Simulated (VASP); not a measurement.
Data:

```
CELL_PARAMETERS angstrom
     10.03927    -2.17693    -0.01758
     10.03927     2.17693    -0.01758
      9.57377     0.00000     3.72413
ATOMIC_POSITIONS crystal
  Bi 0.40022 0.40022 0.40022
  Bi 0.59978 0.59978 0.59978
  Te 0.00000 0.00000 0.00000
  Te 0.20881 0.20881 0.20881
  Te 0.79119 0.79119 0.79119
```

These are LDA (Ceperley-Alder, Perdew-Zunger), VASP's LDA PAW potentials (set 64) (plane waves; VASP) values and carry that method's errors. Run with 400 eV cut-off, Gaussian smearing of 0.050 eV, potentials Bi_d Te.

Unless said otherwise, spin-orbit coupling is left out, though it shifts the bands of the heavy elements here.

Question: Estimate the band gap (along the path) with the smallest direct gap where there is one.

Answer: 
The band gap (along the path) comes out as 0.14 eV. The smallest direct gap (along the path) is 0.14 eV.

Only differences to runs with the same potentials and settings are physical.

The compound is Bi2Te3 in the tetradymite structure. It was relaxed first.
